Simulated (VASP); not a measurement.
N2, 2 atoms in the cell. The cell holds a molecule in a box, 2 atoms: a = 10.000 Å, b = 10.500 Å, c = 11.000 Å, α = 90.00°, β = 90.00°, γ = 90.00°. 

* Program: VASP 6.6.1
* Task: single point
* Functional: PBEsol
* Potentials or basis: VASP PAW PBE potentials, release 64 (N)
* Cutoff: 520 eV
* k mesh: 1 × 1 × 1
* Occupations: gaussian, width 0.02 eV
* Spin: no spin polarisation
* Further INCAR settings: ALGO = Normal; EDIFF = 1e-06; NBANDS = 12

Potentials or basis: VASP PAW PBE potentials, release 64 (N).

Launch:

```bash
$ cat potpaw_PBE.64/N/POTCAR > POTCAR
$ mpirun -np 1 vasp_std > vasp.out
```

Hardware: 1 thread of Intel(R) Xeon(R) Platinum 8259CL CPU @ 2.50GHz (Skylake/Cascade Lake), on a shared host.

Question: Estimate the wall time of this run.

Answer: Run time: 68 s on 1 thread of Intel(R) Xeon(R) Platinum 8259CL CPU @ 2.50GHz (Skylake/Cascade Lake), on a shared host, peak memory 0.84 GiB. Counts: scf iterations 19, k points 1.
